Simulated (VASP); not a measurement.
WAu:

```
W Au
1.0
     0.00000    2.74798    2.74798
     2.74798    0.00000    2.74798
     2.74798    2.74798    0.00000
W Au
1 1
Direct
  0.00000 0.00000 0.00000
  0.75000 0.75000 0.75000
```

The cell was built by a generator and needn't be a form met in nature.

| Item | Value |
| --- | --- |
| Program | VASP 6.6.1 |
| Task | relaxation of cell and atoms |
| Functional | PBE |
| Potentials or basis | VASP PAW PBE potentials, release 64 (W_sv_GW, Au_GW) |
| Cutoff | 600 eV |
| k mesh | 8 × 8 × 8 |
| Occupations | fermi-dirac, width 0.05 eV |
| Spin | no spin polarisation |

At the start: pressure 31.9 GPa; volume 20.75 Å³/atom.

How do energy, volume and symmetry change on relaxing?

Over 5 steps the energy falls by 314.1 meV/atom and the volume is 24.45 Å³/atom (+17.8 %); space group F-43m (No. 216, to 0.05 Å).

The path:
| step | energy change (eV) | largest force (eV/Å) | pressure (GPa) | volume (Å³) |
| --- | --- | --- | --- | --- |
| 1 | 0.0000 | 0.0000 | 31.86 | 41.50 |
| 2 | 1.2960 | 0.0000 | -18.05 | 71.55 |
| 3 | -0.6180 | 0.0000 | -2.80 | 50.05 |
| 4 | -0.6276 | 0.0000 | -0.70 | 49.18 |
| 5 | -0.6282 | 0.0000 | 0.01 | 48.91 |

Final structure:
```
W Au
1.0
     0.00000    2.90260    2.90260
     2.90260    0.00000    2.90260
     2.90260    2.90260    0.00000
W Au
1 1
Direct
  0.00000 0.00000 0.00000
  0.75000 0.75000 0.75000
```

Caveat: the volume moved by over 15 % at a fixed basis, so the end points are rough.
